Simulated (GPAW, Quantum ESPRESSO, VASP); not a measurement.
# Code comparison for BaIn4 (I4/mmm, 5 atoms in the cell)

Self-consistent single point, at a second geometry (lattice scaled by 0.98). First geometry:

```
CELL_PARAMETERS angstrom
     -2.57318     2.57318     6.17382
      2.57318    -2.57318     6.17382
      2.57318     2.57318    -6.17382
ATOMIC_POSITIONS crystal
  Ba 0.00000 0.00000 0.00000
  In 0.75000 0.25000 0.50000
  In 0.25000 0.75000 0.50000
  In 0.61779 0.61779 0.00000
  In 0.38221 0.38221 0.00000
```

Shared settings, as Quantum ESPRESSO writes them: occupations = smearing; smearing = gaussian; degauss = 0.019992 Ry; K_POINTS = automatic 5 5 5 0 0 0. Potentials and cutoffs stand in the table.

```
code                                                                              model  ΔF from the first geometry (meV/atom)  pressure (GPa)  largest force (eV/Å)  cutoff
----------------  ---------------------------------------------------------------------  -------------------------------------  --------------  --------------------  ------
GPAW                              PBEsol, GPAW PAW datasets PBEsol (made by gpaw-setup)                                  -33.4           -1.94                 0.017  600 eV
Quantum ESPRESSO  PBEsol, PseudoDojo standard norm-conserving (PBESOL) pseudopotentials                                  -30.9           -1.69                 0.003   70 Ry
VASP                                         PBEsol, VASP's PBE PAW potentials (set 64)                                  -29.8           -1.95                 0.013  300 eV
```

The spread over the programs that give each value: ΔF from the first geometry within 3.6 meV/atom; pressure within 0.26 GPa; largest force within 0.014 eV/Å.

VASP's run is marked for a possible Pulay error in its stress at this cutoff; no cutoff test was made.

The starting cell comes from a database of computed structures (which also holds hypothetical and non-ambient phases and stackings), without a prior relaxation at this level. Its lattice was rescaled by a random factor within 2.5 % of one. For this run, on top of that: lattice scaled by 0.98.

Left out of this page: Ansatz, CP2K, Elk, FLEUR and SIESTA (not drawn, or without a comparable value).
